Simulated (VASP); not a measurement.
Given:

```
TiO2
1.0
    4.62767     0.00000     0.00000
    0.00000     4.62767     0.00000
    0.00000     0.00000     2.96044
Ti O
2 4
Cartesian
  0.00000   0.00000   0.00000
  2.31384   2.31384   1.48022
  1.40916   1.40916   2.96044
  3.72300   0.90468   1.48022
  0.90468   3.72300   1.48022
  3.21852   3.21852   0.00000
```

All values below come from PBE GGA with D3 dispersion (zero damping), VASP's PBE PAW potentials (set 64) (plane waves; VASP). Settings: 520 eV cut-off, 6×6×8 Γ-centred mesh, tetrahedra with Blöchl corrections, potentials Ti_sv O.

The cores are frozen, which limits the accuracy of field gradients.

Question: Give the principal components of the electric field gradient (V/Å²) and the asymmetry η at each nucleus.

Answer: 
```json
[
 {"atom": "Ti1", "Vxx": "16.2", "Vyy": "4.8", "Vzz": "-21.0", "η": "0.54"},
 {"atom": "Ti2", "Vxx": "16.2", "Vyy": "4.8", "Vzz": "-21.0", "η": "0.54"},
 {"atom": "O3", "Vxx": "-22.4", "Vyy": "-1.6", "Vzz": "24.0", "η": "0.87"},
 {"atom": "O4", "Vxx": "-22.4", "Vyy": "-1.6", "Vzz": "24.0", "η": "0.87"},
 {"atom": "O5", "Vxx": "-22.4", "Vyy": "-1.6", "Vzz": "24.0", "η": "0.87"},
 {"atom": "O6", "Vxx": "-22.4", "Vyy": "-1.6", "Vzz": "24.0", "η": "0.87"}
]
```

The compound is TiO2 in the rutile structure. It was relaxed first.
